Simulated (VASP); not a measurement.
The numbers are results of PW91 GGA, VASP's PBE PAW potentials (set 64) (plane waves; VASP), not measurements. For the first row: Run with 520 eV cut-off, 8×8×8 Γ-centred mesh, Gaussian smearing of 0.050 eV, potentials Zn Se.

```tsv
system	energy (eV/atom)
ZnSe (zinc blende)	-3.0387
Zn atom	0.0026
Se atom	-0.7841
```

Atoms are spin-polarised in a large box without symmetry, with the spin fixed by Hund's rule, and may not be in the lowest state of each functional; no zero-point energy is added.

Q: What is the cohesive energy per atom of ZnSe?

A: The references average (1×(0.0026) + 1×(-0.7841))/2 = -0.3907 eV, so the cohesive energy is -0.3907 − (-3.0387) = 2.648 eV/atom.
